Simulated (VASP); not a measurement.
Wanted: the native input for a VASP 6.6.1 run.

```yaml
Task: band structure
Functional: HSE06
Potentials_or_basis: VASP PAW PBE potentials, release 64 (Si)
Cutoff: 520 eV
k_mesh: 5 × 4 × 5
Occupations: gaussian, width 0.02 eV
Spin: no spin polarisation
Grid_for_exact_exchange_PRECFOCK: Fast
Screening_parameter: 0.2 1/A
Further_INCAR_settings: ALGO = Normal; EDIFF = 1e-06
```

The system is Si.

```
Si
1.0
     3.86997    0.00000    0.00000
     0.00000    5.47297    0.00000
     0.00000    0.00000    3.86645
Si
4
Direct
  0.00000 0.99987 0.00000
  0.50000 0.49987 0.50000
  0.00000 0.25013 0.50000
  0.50000 0.75013 0.00000
```

One way to write it, as run:

POSCAR

```
Si                                      
1.0
    3.8699723759      0.0000000000      0.0000000000
    0.0000000000      5.4729674200      0.0000000000
    0.0000000000      0.0000000000      3.8664486465
  Si            
     4
Direct
     1.0000000000000000    0.9998738835196669    1.0000000000000000
     0.5000000000000000    0.4998738835196668    0.5000000000000000
     0.0000000000000000    0.2501261164803332    0.5000000000000000
     0.5000000000000000    0.7501261164803331    0.0000000000000000
```

INCAR.step1

```
ALGO = Normal
EDIFF = 1E-5
ENCUT = 520
GGA = PE
ISIF = 2
ISMEAR = 0
KPAR = 4
LASPH = True
LCHARG = False
LREAL = False
LWAVE = True
NELM = 80
PREC = Accurate
SIGMA = 0.02
```

INCAR.step2

```
ALGO = Normal
EDIFF = 1E-6
ENCUT = 520
GGA = PE
HFSCREEN = 0.2
ISIF = 2
ISMEAR = 0
ISTART = 1
KPAR = 4
LASPH = True
LCHARG = False
LHFCALC = True
LREAL = False
LWAVE = False
NELM = 80
PREC = Accurate
PRECFOCK = Fast
SIGMA = 0.02
```

KPOINTS

```
k-points
0
Gamma
  5 4 5
```

KPOINTS_OPT

```
path GXSYGZURTZ,YT,UX,SR
8
line-mode
reciprocal
 0.0000000000  0.0000000000  0.0000000000  G
 0.0000000000  0.0000000000  0.5000000000  X

 0.0000000000  0.0000000000  0.5000000000  X
 0.5000000000  0.0000000000  0.5000000000  S

 0.5000000000  0.0000000000  0.5000000000  S
 0.5000000000  0.0000000000  0.0000000000  Y

 0.5000000000  0.0000000000  0.0000000000  Y
 0.0000000000  0.0000000000  0.0000000000  G

 0.0000000000  0.0000000000  0.0000000000  G
 0.0000000000  0.5000000000  0.0000000000  Z

 0.0000000000  0.5000000000  0.0000000000  Z
 0.0000000000  0.5000000000  0.5000000000  U

 0.0000000000  0.5000000000  0.5000000000  U
 0.5000000000  0.5000000000  0.5000000000  R

 0.5000000000  0.5000000000  0.5000000000  R
 0.5000000000  0.5000000000  0.0000000000  T

 0.5000000000  0.5000000000  0.0000000000  T
 0.0000000000  0.5000000000  0.0000000000  Z

 0.5000000000  0.0000000000  0.0000000000  Y
 0.5000000000  0.5000000000  0.0000000000  T

 0.0000000000  0.5000000000  0.5000000000  U
 0.0000000000  0.0000000000  0.5000000000  X

 0.5000000000  0.0000000000  0.5000000000  S
 0.5000000000  0.5000000000  0.5000000000  R
```

Potentials or basis: VASP PAW PBE potentials, release 64 (Si).

Launch:

```bash
$ cat potpaw_PBE.64/Si/POTCAR > POTCAR
$ cp INCAR.step1 INCAR
$ mpirun -np 4 vasp_std > vasp.out
$ cp INCAR.step2 INCAR
$ mpirun -np 4 vasp_std > vasp.out
```

Results of the run:

- Pressure: -1.9 GPa
- Largest force: 0.011 eV/Å
- Band gap on the k mesh: 1.19 eV
- Band gap along the path: 1.20 eV

Caveat: the PAW data sets were made with another functional, which shifts forces and pressure a little.

Run time: 5.9 min on 4 MPI ranks on Intel(R) Xeon(R) 6975P-C (Granite Rapids) (shared host), peak memory 0.37 GiB a rank.
